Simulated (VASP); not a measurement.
Output of a VASP run:

OSZICAR:
```
       N       E                     dE             d eps       ncg     rms          rms(c)
DAV:   1     0.832028556395E+02    0.83203E+02   -0.66869E+03   864   0.103E+03
DAV:   2    -0.186659963549E+02   -0.10187E+03   -0.91684E+02   952   0.365E+02
DAV:   3    -0.238175114257E+02   -0.51515E+01   -0.47700E+01  1012   0.692E+01
DAV:   4    -0.239137124672E+02   -0.96201E-01   -0.95906E-01   920   0.895E+00
DAV:   5    -0.239155199394E+02   -0.18075E-02   -0.18069E-02  1036   0.857E-01    0.236E+01
DAV:   6    -0.228408379187E+02    0.10747E+01   -0.11295E+00   944   0.973E+00    0.109E+01
DAV:   7    -0.225089868607E+02    0.33185E+00   -0.84608E-01   992   0.828E+00    0.487E-01
DAV:   8    -0.225048228608E+02    0.41640E-02   -0.70739E-03   888   0.692E-01    0.391E-01
DAV:   9    -0.225010824790E+02    0.37404E-02   -0.29347E-03   868   0.620E-01    0.841E-02
DAV:  10    -0.225010937732E+02   -0.11294E-04   -0.15869E-04   992   0.133E-01    0.121E-02
DAV:  11    -0.225010629410E+02    0.30832E-04   -0.70917E-06   904   0.283E-02    0.270E-03
DAV:  12    -0.225010619739E+02    0.96707E-06   -0.25973E-07   456   0.477E-03
   1 F= -.22501062E+02 E0= -.22500480E+02  d E =-.174657E-02
```

OUTCAR:
```
------------------------ aborting loop because EDIFF is reached ----------------------------------------
  FORCE on cell =-STRESS in cart. coord.  units (eV):
  Direction    XX          YY          ZZ          XY          YZ          ZX
  --------------------------------------------------------------------------------------
  Total        1.6600183      1.6600178      1.7281923      0.0000000      0.0000000      0.0000000
  in kB       95.3858288     95.3858004     99.3031546      0.0000000      0.0000000      0.0000000
  external PRESSURE =      96.6915946 kB  Pullay stress =       0.0000000 kB
  volume of cell :       27.88
      direct lattice vectors                 reciprocal lattice vectors
     1.365000000 -2.364249000  0.000000000     0.366300366 -0.211483647  0.000000000
     1.365000000  2.364249000  0.000000000     0.366300366  0.211483647  0.000000000
     0.000000000  0.000000000  4.320000000     0.000000000  0.000000000  0.231481481
 POSITION                                       TOTAL-FORCE (eV/Angst)
 -----------------------------------------------------------------------------------
      1.36500      0.78808      1.08000        -0.000000     -0.000000      0.000000
      1.36500     -0.78808      3.24000         0.000000      0.000000      0.000000
 -----------------------------------------------------------------------------------
    total drift:                                0.000000      0.000021     -0.000020
  FREE ENERGIE OF THE ION-ELECTRON SYSTEM (eV)
  ---------------------------------------------------
  free  energy   TOTEN  =       -22.5010619739 eV

  energy  without entropy=      -22.4993154077  energy(sigma->0) =      -22.50047979
```
(Selected blocks of OUTCAR.)

**POSCAR**
```
Os
1
    1.3650000000    -2.3642490000     0.0000000000
    1.3650000000     2.3642490000     0.0000000000
    0.0000000000     0.0000000000     4.3200000000
Os
2
Direct
  0.3333330000   0.6666670000   0.2500000000
  0.6666670000   0.3333330000   0.7500000000
```

### Question
Write an INCAR and KPOINTS that could have produced this output.

### Answer
One answer among several that fit: the input of the run itself, PBE GGA, plane waves, VASP's PBE PAW potentials (set 64).

**INCAR**
```
! general
SYSTEM   = Os
PREC     = Accurate
ENCUT    = 400   ! plane-wave cut-off (eV)
LREAL    = F
LASPH    = T   ! aspherical one-centre terms
KSPACING = 0.3
KGAMMA   = F

! electronic loop
EDIFF    = 1E-6   ! SCF stop (eV)
NELM     = 100
ALGO     = Normal
LMAXMIX  = 6   ! l cut-off of mixed one-centre charges

! smearing
ISMEAR   = 1   ! Methfessel-Paxton
SIGMA    = 0.1

! functional
GGA      = PE   ! PBE

! ions
ISIF     = 2   ! forces and stress, cell fixed

! output
LWAVE    = F
LCHARG   = F
```

POTCAR, in this order: Os (PBE.64 set). Program: vasp_std.

The compound is Os in the hcp structure. The cell was not relaxed at this level. The run is one of a series of settings (KGAMMA = .FALSE., KSPACING = 0.3, KPOINTS file removed against the base run), some of them coarse on purpose.
